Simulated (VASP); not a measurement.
Wanted: the native input for a VASP 6.6.1 run.

```yaml
Task: single point
Functional: PBE
Potentials_or_basis: VASP PAW PBE potentials, release 64 (Zn, B)
Cutoff: 520 eV
k_mesh: 7 × 7 × 7
Occupations: fermi-dirac, width 0.05 eV
Spin: no spin polarisation
Further_INCAR_settings: ALGO = Normal; EDIFF = 1e-07; NBANDS = 28
```

The structure of Zn3B lies in POSCAR:

```
Zn3B
1.0
    3.7032200000      0.0000000000      0.0000000000
    0.0000000000      3.7032200000      0.0000000000
    0.0000000000      0.0000000000      3.7032200000
Zn B
3 1
Direct
    0.0000000000      0.5000000000      0.5000000000
    0.5000000000      0.0000000000      0.5000000000
    0.5000000000      0.5000000000      0.0000000000
    0.0000000000      0.0000000000      0.0000000000
```

The cell was built by a generator and needn't be a form met in nature.

The input as run:

INCAR

```
PREC = Accurate
ENCUT = 520
EDIFF = 1E-7
ISMEAR = -1
SIGMA = 0.05
LREAL = F
LASPH = T
NELM = 80
ALGO = Normal
ISIF = 2
LWAVE = F
LCHARG = F
GGA = PE
NBANDS = 28
```

KPOINTS

```
Automatic mesh
0
Gamma
  7 7 7
```

Potentials or basis: VASP PAW PBE potentials, release 64 (Zn, B).

Command:

```bash
$ cat potpaw_PBE.64/Zn/POTCAR potpaw_PBE.64/B/POTCAR > POTCAR
$ mpirun -np 1 vasp_std > vasp.out
```

Results of the run:

| Quantity | Value |
| --- | --- |
| Pressure | 0.8 GPa |
| Band gap on the k mesh | none (metal or under the smearing width) |

Run time: 15 s on 1 thread of Intel(R) Xeon(R) 6975P-C (Granite Rapids) (shared host), peak memory 0.16 GiB.
